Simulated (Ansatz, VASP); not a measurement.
**Cross-check of SiO2 between VASP and Ansatz**

One calculation is typed for both programs; each brings its own data sets. How far apart do they land? The cell is taken from a series of runs on this material, whose earlier steps may have relaxed, scaled, displaced or heated it; both programs get it as it stands.

Calculated with Ansatz 0.2.0; plane waves, with VASP 6.6.1 beside it; relaxation of cell and atoms at PBE.

## (1) Starting point

The structure is trigonal, space group P3_221 (No. 154). Conventional cell: a = 5.021 Å, b = 5.021 Å, c = 5.509 Å, α = 90.00°, β = 90.00°, γ = 120.00°. Nearest to Si lie 4 O at 1.63 Å. Nearest to O lie 2 Si at 1.63 Å. Farther neighbours and most contacts between anions are not listed.

## (2) VASP: relaxation of cell and atoms, PBE

The relaxed volume is the usual yardstick between codes: in a stiff, nearly cubic crystal its relative difference is about their pressure difference at one cell divided by the bulk modulus.

Lines of VASP's logs that name or quote its potential files are left out, and so is its time.

INCAR reads:

```
SYSTEM = SiO2
PREC = Accurate
ENCUT = 600
EDIFF = 1E-07
NELM = 120
ISMEAR = 0
SIGMA = 0.01
LREAL = .FALSE.
ALGO = Normal
GGA = PE
NBANDS = 33
LORBIT = 11
LWAVE = .FALSE.
LCHARG = .FALSE.
ISIF = 3
IBRION = 2
NSW = 80
EDIFFG = -0.005
LASPH = .TRUE.
GGA_COMPAT = .FALSE.
NELMIN = 4
EFERMI = MIDGAP
KPAR = 2
```

POSCAR reads:

```
SiO2
1.0
    5.0207010000      0.0000000000      0.0000000000
   -2.5103500000      4.3480550000      0.0000000000
    0.0000000000      0.0000000000      5.5092110000
Si O
3 6
Direct
    0.4764687242      0.0000000000      0.6666666062
    0.0000000270      0.4764686739      0.3333333938
    0.5235312488      0.5235313261      0.0000000000
    0.4144324866      0.2558796979      0.7944680282
    0.7441201640      0.1585527322      0.4611346343
    0.8414470353      0.5855673399      0.1278014220
    0.2558798121      0.4144326601      0.2055319718
    0.1585527246      0.7441200721      0.5388653657
    0.5855671492      0.8414470378      0.8721985780
```

KPOINTS reads:

```
Automatic mesh
0
Gamma
6 6 4
0 0 0
```

Potentials, in the order of the species: Si and O (PBE family, release 64).

Started as:

```bash
$ mpirun -np 2 vasp_std
```

Numbers of over 12 decimals in the logs are rounded to 6 here.

The program printed:

```text
[banner, memory and clock lines left out]
running    2 mpi-ranks, on    1 nodes
 distrk:  each k-point on    1 cores,    2 groups
 distr:  one band on    1 cores,    1 groups

 POSCAR found type information on POSCAR SiO
 POSCAR found :  2 types and       9 ions
 LDA part: xc-table for (Slater+PW92), standard interpolation
 POSCAR, INCAR and KPOINTS ok, starting setup
 FFT: planning ... GRIDC
 FFT: planning ... GRID_SOFT
 FFT: planning ... GRID
 WAVECAR not read
 entering main loop
       N       E                     dE             d eps       ncg     rms          rms(c)
DAV:   1     0.307307143866E+03    0.30731E+03   -0.26996E+04  1584   0.150E+03
DAV:   2    -0.590409357447E+02   -0.36635E+03   -0.35553E+03  2013   0.319E+02
DAV:   3    -0.803313165222E+02   -0.21290E+02   -0.21204E+02  2008   0.822E+01
DAV:   4    -0.805786065629E+02   -0.24729E+00   -0.24698E+00  1992   0.986E+00
DAV:   5    -0.805825224476E+02   -0.39159E-02   -0.39144E-02  1960   0.123E+00    0.248E+01
DAV:   6    -0.711305591200E+02    0.94520E+01   -0.36611E+01  1881   0.323E+01    0.117E+01
DAV:   7    -0.711536117220E+02   -0.23053E-01   -0.99250E-01  1976   0.495E+00    0.431E+00
DAV:   8    -0.711545126610E+02   -0.90094E-03   -0.44912E-02  1942   0.164E+00    0.165E+00
DAV:   9    -0.711667351323E+02   -0.12222E-01   -0.25363E-02  1896   0.117E+00    0.343E-01
DAV:  10    -0.711684919352E+02   -0.17568E-02   -0.37326E-03  1936   0.329E-01    0.106E-01
DAV:  11    -0.711684106722E+02    0.81263E-04   -0.10524E-03  1968   0.190E-01    0.170E-02
DAV:  12    -0.711684189673E+02   -0.82952E-05   -0.27130E-05  2000   0.307E-02    0.168E-02
DAV:  13    -0.711684212852E+02   -0.23179E-05   -0.13568E-05  1896   0.204E-02    0.354E-03
DAV:  14    -0.711684218849E+02   -0.59965E-06   -0.55166E-07  2000   0.438E-03    0.740E-04
DAV:  15    -0.711684218850E+02   -0.74579E-10   -0.28748E-08  1376   0.103E-03
   1 F= -.71168422E+02 E0= -.71168422E+02  d E =-.711684E+02
[...]
2 F= -.71168350E+02 E0= -.71168350E+02  d E =0.723606E-04
[...]
3 F= -.71168536E+02 E0= -.71168536E+02  d E =-.114093E-03
[...]
4 F= -.71168536E+02 E0= -.71168536E+02  d E =-.114093E-03
[...]
5 F= -.71168548E+02 E0= -.71168548E+02  d E =-.117153E-04
[...]
6 F= -.71168548E+02 E0= -.71168548E+02  d E =-.117139E-04
[...]
7 F= -.71168555E+02 E0= -.71168555E+02  d E =-.733643E-05
 trial-energy change:   -0.000007  1 .order   -0.000007   -0.000009   -0.000006
 step:   0.6318(harm=  0.6318)  dis= 0.00048  next Energy=   -71.168560 (dE=-0.119E-04)
 bond charge predicted
       N       E                     dE             d eps       ncg     rms          rms(c)
DAV:   1    -0.711685632687E+02   -0.81499E-05   -0.14485E-03  1586   0.245E-01    0.178E-02
DAV:   2    -0.711685598963E+02    0.33724E-05   -0.30717E-05  2016   0.335E-02    0.683E-03
DAV:   3    -0.711685593038E+02    0.59242E-06   -0.15013E-06  1880   0.746E-03    0.312E-03
DAV:   4    -0.711685591208E+02    0.18304E-06   -0.33072E-07  1828   0.389E-03    0.859E-04
DAV:   5    -0.711685590620E+02    0.58778E-07   -0.47964E-08  1022   0.139E-03
   8 F= -.71168559E+02 E0= -.71168559E+02  d E =-.113701E-04
 curvature:  -0.81 expect dE=-0.717E-06 dE for cont linesearch -0.114E-09
 trial: gam= 0.02695 g(F)=  0.629E-06 g(S)=  0.255E-06 ort =-0.117E-06 (trialstep = 0.323E+00)
 search vector abs. value=  0.948E-06
 reached required accuracy - stopping structural energy minimisation
```

OUTCAR, selected parts (step 2):

```text
ion  position               nearest neighbor table
   1  0.476  0.000  0.667-   4 1.63   8 1.63   9 1.63   5 1.63   2 3.12   2 3.12   3 3.12   3 3.12

  LATTYP: Found a hexagonal cell.
 ALAT       =     5.0207010000
 C/A-ratio  =     1.0972991620

 Subroutine GETGRP returns: Found  6 space group operations
 (whereof  2 operations were pure point group operations)

The static configuration has the point symmetry C_2 .
 The point group associated with its full space group is D_3 .

 Found     24 irreducible k-points:

   k-points           NKPTS =     24   k-points in BZ     NKDIM =     24   number of bands    NBANDS=     33

   dimension x,y,z NGX =    40 NGY =   40 NGZ =   48
   dimension x,y,z NGXF=    80 NGYF=   80 NGZF=   96

   ENCUT  =  600.0 eV  44.10 Ry    6.64 a.u.  10.03 10.03 11.00*2*pi/ulx,y,z

   NELECT =      48.0000    total number of electrons

 k-points in reciprocal lattice and weights: Automatic mesh
   0.00000000  0.00000000  0.00000000       0.007
   0.16666667 -0.00000000  0.00000000       0.042
   0.33333333 -0.00000000  0.00000000       0.042
   0.50000000 -0.00000000  0.00000000       0.021
   0.16666667  0.16666667  0.00000000       0.042
   0.33333333  0.16666667  0.00000000       0.083
   0.33333333  0.33333333  0.00000000       0.014
   0.00000000  0.00000000  0.25000000       0.014
   0.16666667 -0.00000000  0.25000000       0.042
[...]
0.33333333  0.16666667  0.50000000       0.083
   0.33333333  0.33333333  0.50000000       0.014

 average (electrostatic) potential at core
       1 -87.0750       2 -87.0749       3 -87.0750       4 -72.8606       5 -72.8606
       6 -72.8606       7 -72.8606       8 -72.8606       9 -72.8606

 E-fermi :   3.4819

 k-point     1 :       0.0000    0.0000    0.0000
  band No.  band energies     occupation
    ...
     20      -0.3072      2.00000
     21      -0.3072      2.00000
     22       0.1360      2.00000
     23       0.3050      2.00000
     24       0.3050      2.00000
     25       6.3270      0.00000
     26       9.7205      0.00000
     27       9.7205      0.00000
     28       9.9794      0.00000
     29       9.9794      0.00000
    ...

 k-point     2 :       0.1667   -0.0000    0.0000
  band No.  band energies     occupation
    ...
     20      -0.3733      2.00000
     21      -0.3250      2.00000
     22      -0.0008      2.00000
     23       0.3754      2.00000
     24       0.4102      2.00000
     25       6.7337      0.00000
     26       9.6069      0.00000
     27       9.6860      0.00000
     28      10.1239      0.00000
     29      10.1849      0.00000
    ...

 k-point     3 :       0.3333   -0.0000    0.0000
  band No.  band energies     occupation
    ...
     20      -0.4331      2.00000
     21      -0.3381      2.00000
     22      -0.1672      2.00000
     23       0.3977      2.00000
     24       0.5623      2.00000
     25       7.6962      0.00000
     26       9.5644      0.00000
     27       9.7958      0.00000
     28      10.2949      0.00000
     29      10.5779      0.00000
    ...

  Total       -0.0036693     -0.0036693      0.0045407     -0.0000000      0.0000000     -0.0000000
  in kB       -0.0489236     -0.0489236      0.0605414     -0.0000000      0.0000000     -0.0000000
  external PRESSURE =      -0.0124353 kB  Pullay stress =       0.0000000 kB

  energy-cutoff  :      600.00
  volume of cell :      120.17
      direct lattice vectors                 reciprocal lattice vectors
     5.018762242 -0.000000000  0.000000000     0.199252316  0.115038345  0.000000000
    -2.509380621  4.346375986 -0.000000000     0.000000000  0.230076736  0.000000000
    -0.000000000 -0.000000000  5.508793930    -0.000000000  0.000000000  0.181527937

 POSITION                                       TOTAL-FORCE (eV/Angst)
 -----------------------------------------------------------------------------------
      2.39026     -0.00000      3.67253         0.000602     -0.000000      0.000000
     -1.19513      2.07002      1.83626        -0.000301      0.000521     -0.000000
      1.31425      2.27635     -0.00000        -0.000301     -0.000521     -0.000000
      1.43844      1.11281      4.37700        -0.000508      0.000830     -0.001023
      3.33582      0.68933      2.54074        -0.000465     -0.000855     -0.001023
      2.75388      2.54424      0.70447         0.000973      0.000025     -0.001023
      0.24450      1.80213      1.13179         0.000973     -0.000025      0.001023
     -1.07094      3.23357      2.96806        -0.000508     -0.000830      0.001023
      0.82644      3.65705      4.80432        -0.000465      0.000855      0.001023
 -----------------------------------------------------------------------------------
    total drift:                                0.002460      0.003690     -0.000383

  FREE ENERGIE OF THE ION-ELECTRON SYSTEM (eV)
  ---------------------------------------------------
  free  energy   TOTEN  =       -71.1685590620 eV

  energy  without entropy=      -71.1685590620  energy(sigma->0) =      -71.16855906

 reached required accuracy - stopping structural energy minimisation

 total charge
# of ion       s       p       d       tot
------------------------------------------
    1        0.637   0.977   0.000   1.614
    2        0.637   0.977   0.000   1.614
    3        0.637   0.977   0.000   1.614
    4        1.544   3.691   0.000   5.234
    5        1.544   3.691   0.000   5.234
    6        1.544   3.691   0.000   5.234
    7        1.544   3.691   0.000   5.234
    8        1.544   3.691   0.000   5.234
    9        1.544   3.691   0.000   5.234
--------------------------------------------------
tot         11.171  25.077   0.000  36.248

[... 3 further parts left out ...]
```

CONTCAR:

```
SiO2
   1.00000000000000
     5.0187622422157405   -0.0000000002229820    0.0000000000000000
    -2.5093806214940551    4.3463759861676232   -0.0000000000000000
    -0.0000000000000000   -0.0000000000000000    5.5087939301225459
  Si              O
     3     6
Direct
     0.4762640281223902    0.0000000000000082    0.6666666062000033
     0.0000000270000083    0.4762639778223977    0.3333333937999967
     0.5237359448775943    0.5237360221775941    0.0000000000000000
     0.4146286817844266    0.2560305916848418    0.7945483074189640
     0.7439692702151374    0.1585980335995760    0.4612149135189654
     0.8414017339004365    0.5853711447155846    0.1278817012189606
     0.2560307058848395    0.4146288552844217    0.2054516925810361
     0.1585980259995787    0.7439691783151410    0.5387850864810345
     0.5853709540155825    0.8414017364004396    0.8721182987810393
```

## (3) Ansatz: relaxation of cell and atoms, PBE

Ansatz runs on its PAW soft_1 files.

The same cell, functional and mesh now go to Ansatz, which takes its cutoff from its data sets.

input.yaml reads:

```yaml
crystal:
  lattice:
    - [5.0207009776, 0.0, 0.0]
    - [-2.5103504888, 4.3480545914, 0.0]
    - [0.0, 0.0, 5.5092110346]
  atoms:
    - { symbol: Si, position: [0.4764686373, 0.0, 0.6666666667] }
    - { symbol: Si, position: [0.0, 0.4764686373, 0.3333333333] }
    - { symbol: Si, position: [0.5235313627, 0.5235313627, 0.0] }
    - { symbol: O, position: [0.4144326252, 0.2558798253, 0.7944680493] }
    - { symbol: O, position: [0.7441201747, 0.1585528, 0.461134716] }
    - { symbol: O, position: [0.8414472, 0.5855673748, 0.1278013826] }
    - { symbol: O, position: [0.2558798253, 0.4144326252, 0.2055319507] }
    - { symbol: O, position: [0.1585528, 0.7441201747, 0.538865284] }
    - { symbol: O, position: [0.5855673748, 0.8414472, 0.8721986174] }
kpoints:
  mp_grid: { grid: [6, 6, 4] }
hamiltonian:
  xc: pbe
  pseudopotentials: { kind: paw, azcp: { folder: soft_1 } }
scf:
  occupations: { method: fixed }
output:
  forces: true
  stress: true
  eigenvalues: true
relax:
  adjacent_minimum: "off"
  f_tol: 0.001
  max_steps: 60
  cell: { stress_tol: 0.01 }
```

Started as:

```bash
$ ansatz run input.yaml --threads 8 --pin off --max-ram 15360MiB --backend cpu --events-out ev --progress --plain --runs-dir out
```

The program printed:

```text
Engine: ansatz 0.2.0, aarch64-unknown-linux-gnu
Pseudopotentials: kind: paw
Pseudopotential: Si, paw, valence charge 4, recommended cutoff 420 eV (normal), soft_1/Si.paw.azcp
Pseudopotential: O, paw, valence charge 6, recommended cutoff 420 eV (normal), soft_1/O.paw.azcp
Functional definition: PBE
  parameter kappa = 0.804
  parameter beta = 0.066725
  exchange = pbe_x(kappa = kappa, mu = beta*pi^2/3)
  correlation = pbe_c(beta = beta)
Crystal: 9 atoms, lattice volume = 120.268 Å³
Basis set: ecut = 420 eV, 2365 PW (Γ), exchange–correlation on 72×72×80 points (8 copies of the dense FFT grid, shifted against one another)
Bands: 33, of which v1, the nominal top of the filled ones, is band 24 counted from 1 (23 counted from 0)
Symmetry: 6 space group operations
Space group: P3221 (ITA 154), of the structure as read, at distance tolerance 4.9e-5 Å
k-points: 24 of 144 (time reversal used)
Non-local potential: Si, projectors of the file, l = 0: 2, l = 1: 2, l = 2: 1
Non-local potential: O, projectors of the file, l = 0: 2, l = 1: 2, l = 2: 1
PAW form: soft (Blöchl's): semilocal exchange-correlation on the pseudo side does not see the compensation charge
PAW one-centre angular grid: Si, 110 points (default); XC on 64 Gauss nodes
PAW one-centre angular grid: O, 110 points (default); XC on 64 Gauss nodes
Initial density: superposition of atomic densities (chi_scale 0.1, normalization cell, long waves kept (reshape's long-wave potential 0.02 eV rms))
Initial wavefunctions: pseudopotential atomic-orbital guess
Functional: x = pbe(κ = 0.804, μ = 0.219515), c = pbe(β = 0.066725)
SCF iter   1: F=—  HF=-5327.186535 eV  |F-HF|=—  |Δ(HF+E_count)|=         —  Δρ=1.28e-1  dr2=1.79e1  ethr=3.10e-3  ⟨swp⟩=5.0  Hψ=3367  notcnv=0  defer=146
preconditioner: auto → Resta (q_TF=auto, 2.341 Å⁻¹)  ε∞=2.7  [insulator: Δε(μ)=7.076 eV  Ē_g=17.857 eV  n_scr=22 (ndim 8)  ℏωp=23.5 eV  f_vac=0.012  ε∞_Penn≈2.7]
SCF iter   2: F=—  HF=-5322.298341 eV  |F-HF|=—  |Δ(HF+E_count)|=    4.89e0  Δρ=4.31e-2  dr2=9.06e-1  ethr=3.10e-3  ⟨swp⟩=3.8  Hψ=2180  notcnv=0  defer=136
SCF iter   3: F=—  HF=-5322.241055 eV  |F-HF|=—  |Δ(HF+E_count)|=   5.73e-2  Δρ=2.14e-2  dr2=3.04e-1  ethr=1.89e-3  ⟨swp⟩=2.0  Hψ=817  notcnv=0  defer=162
SCF iter   4: F=—  HF=-5322.260843 eV  |F-HF|=—  |Δ(HF+E_count)|=   1.98e-2  Δρ=1.52e-3  dr2=2.18e-3  ethr=6.34e-4  ⟨swp⟩=3.0  Hψ=1366  notcnv=0  defer=163
SCF iter   5: F=—  HF=-5322.265314 eV  |F-HF|=—  |Δ(HF+E_count)|=   4.47e-3  Δρ=2.78e-4  dr2=1.21e-4  ethr=4.55e-6  ⟨swp⟩=3.0  Hψ=1262  notcnv=0  defer=166
SCF iter   6: F=—  HF=-5322.265484 eV  |F-HF|=—  |Δ(HF+E_count)|=   1.70e-4  Δρ=6.09e-5  dr2=6.09e-6  ethr=2.53e-7  ⟨swp⟩=2.0  Hψ=1256  notcnv=0  defer=166
SCF iter   7: F=—  HF=-5322.265496 eV  |F-HF|=—  |Δ(HF+E_count)|=   1.16e-5  Δρ=1.07e-5  dr2=1.21e-7  ethr=1.27e-8  ⟨swp⟩=2.0  Hψ=1399  notcnv=0  defer=160
[...]
SCF iter   5: F=—  HF=-5322.265417 eV  |F-HF|=—  |Δ(HF+E_count)|=  6.37e-12  Δρ=7.49e-8  dr2=4.34e-12  ethr=1.00e-12  ⟨swp⟩=16.6  Hψ=5636  notcnv=0
SCF iter   6: F=-5322.265417 eV  HF=-5322.265417 eV  |F-HF|=9.09e-13  |Δ(HF+E_count)|=  4.55e-12  Δρ=1.28e-8  dr2=1.20e-13  ethr=1.00e-12  ⟨swp⟩=5.5  Hψ=3114  notcnv=0
SCF 5 converged in 6 iterations: F = -5322.265417 eV  dr2 = 1.20e-13
relax step   5: F+E_penalty+E_count = -5322.26541694 eV  Δ(F+E_penalty+E_count) = -5.613e-5 eV  max|allowed force component| = 6.417e-4 eV/Å  Δτ_max = 0.0000 Å  P = +0.004 GPa  Ω = 120.333 Å³  stress off target by 6.49e-3 GPa  SCF on the basis re-selected at this cell (its energy is not comparable with the rows above)  (6 SCF iters)
basis re-selected at this cell: Δ(F+E_penalty+E_count) = -5.613e-5 eV, ΔP = +0.002 GPa vs the last step (what re-selecting the basis moved, of the pressure what is left beyond the Pulay correction that the steps carried, after the strain that the cell walked since its last selection, with what the two solves' SCF thresholds leave and, on support functions, any second-order correction that the steps lacked; it is no m [...]
SCF converged after 6 iterations
Free energy (F): -5322.265417 eV
Harris-Foulkes:  -5322.265417 eV  (|F-HF|=9.09e-13)
Internal energy: -5322.265417 eV  (E = F + TS)
E sigma→0 (E₀):  -5322.265417 eV
Fermi energy:    1.960279 eV
--- Per-component energies (eV) ---
  E_band       = -230.275767
  E_kinetic    = 1163.251043
  E_local      = -3034.207386  (includes V_loc(G=0)·N_el)
  E_nonlocal   = 379.092340
  E_hartree    = 1115.276701
  E_xc         = -601.906240
  E_vxc        = -695.457899  (∫ρ·V_xc dr)
  E_paw        = -2517.902589  (= ΣΔE_a)
  E_vpaw       = -273.512287  (= ΣTr[D̂ρ^β])
  E_aug_tail   = 0.005023  (compensation charges beyond the density's cutoff)
  E_ewald      = -1825.874310
  E_smearing   = -0.000000  (= −TS)
  E_closure    = 0.000000  (closes the sum)
  Σ components = -5322.265417   (vs F -5322.265417, Δ=0.00e0)
--- Forces (eV/Å), atoms counted from 1 ---
  atom   1  Si    -0.00064166    -0.00000000     0.00000000
  atom   2  Si     0.00032083    -0.00055570     0.00000000
  atom   3  Si     0.00032083     0.00055570     0.00000000
  atom   4  O      0.00034556    -0.00011707    -0.00019970
  atom   5  O     -0.00007139     0.00035780    -0.00019970
  atom   6  O     -0.00027417    -0.00024073    -0.00019970
  atom   7  O     -0.00027417     0.00024073     0.00019970
  atom   8  O      0.00034556     0.00011707     0.00019970
  atom   9  O     -0.00007139    -0.00035780     0.00019970
  max |Σ_I F_I| component: 4.48e-17 eV/Å
--- Stress (GPa, compression-positive) ---
        0.006492       0.000000       0.000000
        0.000000       0.006492       0.000000
        0.000000       0.000000      -0.000025
  P = ⅓ Tr σ = 0.0043 GPa (0.043 kbar)
--- Band table (eV; the first three rows and the last of 24) ---
  k-point 0: bands = [... 20 lower, 1.0151, 1.4626, 1.6311, 1.6311, 7.6440, 11.0515, 11.0515, 11.3112, ... 5 higher]
  k-point 1: bands = [... 20 lower, 0.9692, 1.5862, 1.6965, 1.8901, 8.2219, 10.7840, 10.9408, 10.9707, ... 5 higher]
  k-point 2: bands = [... 20 lower, 0.8324, 1.8332, 1.8332, 1.8374, 9.5404, 9.5404, 10.7579, 11.5422, ... 5 higher]
  k-point 23: bands = [... 20 lower, 1.0616, 1.1995, 1.3958, 1.3958, 10.3638, 11.5286, 11.5286, 11.7733, ... 5 higher]
--- Relaxed structure (4 steps of the walk, 4 accepted, 1 SCFs on fresh bases) ---
  F+E_penalty+E_count = -5322.26541694 eV   max|allowed force component| = 6.417e-4 eV/Å   (the final SCF, on the basis selected at the relaxed cell)
  cell:  # Å, volume = 120.3327 Å³
    - [5.021550, 0.0, 0.0]
    - [-2.510775, 4.348789, 0]
    - [0.0, 0, 5.510330]
  atoms:
    - { symbol: Si, position: [0.476617, 0, 0.666667] }
    - { symbol: Si, position: [8.326672684688674e-17, 0.476617, 0.333333] }
    - { symbol: Si, position: [0.523383, 0.523383, 0] }
    - { symbol: O, position: [0.414466, 0.255607, 0.794685] }
    - { symbol: O, position: [0.744393, 0.158860, 0.461352] }
    - { symbol: O, position: [0.841140, 0.585534, 0.128019] }
    - { symbol: O, position: [0.255607, 0.414466, 0.205315] }
    - { symbol: O, position: [0.158860, 0.744393, 0.538648] }
    - { symbol: O, position: [0.585534, 0.841140, 0.871981] }
```

## (4) Comparison

Known differences besides the potentials themselves: fixed occupations in Ansatz, narrow Gaussian smearing in VASP; the cutoff is 420 eV in Ansatz and 600 eV in VASP; Ansatz adds a Pulay correction to the stress that steers its cell, VASP none. Total energies have different zeros and are not compared.

Compared:

```
                                         quantity  Ansatz    VASP  difference
                                      volume (Å³)  120.33  120.17     +0.14 %
edge a after relaxation, in the typed setting (Å)   5.021   5.019     +0.05 %
edge c after relaxation, in the typed setting (Å)   5.510   5.509     +0.03 %
```

## (5) Results

```
difference in volume (relaxation of cell and atoms, PBE) : 0.14 %
```

The difference in volume is 0.14 % (relaxation of cell and atoms, PBE), within the 1.2 % picked in this series as the mark of a large difference, as far as the stopping tolerances let one tell. How closely two codes agree says nothing of how well the functional describes the real material.

[Lines on the potential files, build, host, timing and source positions are cut from VASP's logs without a mark.]

[Logs are printed without paths, hosts, clocks, repeated set-up lines and the standing remarks that a program may print on its own settings, such as how far it seeks lower states.]

[Hosts, paths, dates, database ids (printed as entryN), source tags and the programs' standing remarks are cut or masked in the printed files.]
